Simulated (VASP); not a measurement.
# ZnO: transverse stress against strain

ZnO (wurtzite, P6_3mc, 11.424 Å³/atom and stress up to 0.27 GPa in the relaxed cell, c along z) under a strain ε along c (axis z), the other axes held. LDA in VASP (plane waves, PAW), 600 eV, 12×12×6 Γ-centred mesh, Gaussian smearing 0.05 eV; ions are relaxed, or left where forces stay under 0.02 eV/Å, within the symmetry of each cell. Stress is positive for a compressed cell.

Here s stands for strain and y for stress xx.

| strain (%) | stress xx (GPa) |
|---|---|
| -1.50 | 1.69 |
| -1.00 | 1.02 |
| -0.50 | 0.35 |
| 0.00 | -0.27 |
| 0.50 | -0.87 |
| 1.00 | -1.45 |
| 1.50 | -2.02 |
| 3.00 | ? |

Fit y against s with a straight line, and predict the withheld value at s = 3.00.

Means: s 0, y -0.221. About the means, the sum of products is -8.6450 and the sum of squares of s is 7.0000; the slope is their ratio. Least squares gives y = -0.221 - 1.2350·s. Residuals (row less fit): 0.058, 0.006, -0.047, -0.049, -0.031, 0.006, 0.054; standard error 0.049 (degrees of freedom: 5). The slope gives the elastic constant C13 = 124 ± 2 GPa (± standard error of the fit, which holds the terms cut off). At the withheld row, y = -0.221 - 1.2350 × 3.0 = -3.926 GPa. The calculation gives -3.55 GPa, 0.376 GPa above the prediction (7.2 % of the range of y in the table). The row lies outside the fitted rows, so this is an extrapolation. From the scatter of the fitted rows alone, a prediction at this place has a standard error of 0.076 GPa, so the miss is 4.9 times that.

A polynomial of degree 2 through the 12 other runs of the series gives -3.55 there, so most of the miss is curvature that the fit leaves out. Rows are the converged runs of the series near zero and its far end; series whose fitted rows scatter by over a few per cent of the range, as at a crossing or softening among them, aren't shown in this form, nor equations of state whose B0' disagrees with the runs' pressures. Most that stay on the fit to the last digits aren't either.
